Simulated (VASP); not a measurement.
Data:

```
SrVO3
1.0
    3.81914     0.00000     0.00000
    0.00000     3.81914     0.00000
    0.00000     0.00000     3.81914
Sr V O
1 1 3
Cartesian
  0.00000   0.00000   0.00000
  1.90957   1.90957   1.90957
  1.90957   0.00000   1.90957
  0.00000   1.90957   1.90957
  1.90957   1.90957   0.00000
```

Level of theory: AM05 GGA, VASP's PBE PAW potentials (set 64) (plane waves; VASP 6.6.1). Numerical set-up: 520 eV cut-off, 8×8×8 Γ-centred mesh, first-order Methfessel-Paxton smearing of 0.10 eV, potentials Sr_sv V_sv O.

Task: Estimate the energy per atom (σ→0), band gap (on the k-mesh) with the smallest direct gap where there is one.

Result: 
| Property | Result |
|---|---|
| band gap (on the k-mesh) | none (metal, semimetal or under 0.01 eV) |
| energy per atom (σ→0) | -8.042 eV/atom |

The compound is SrVO3 in the cubic perovskite structure. It was relaxed first. The run is not spin-polarised, so no magnetic state was tried. The electron count is odd and the run is not spin-polarised, which forces a metal.
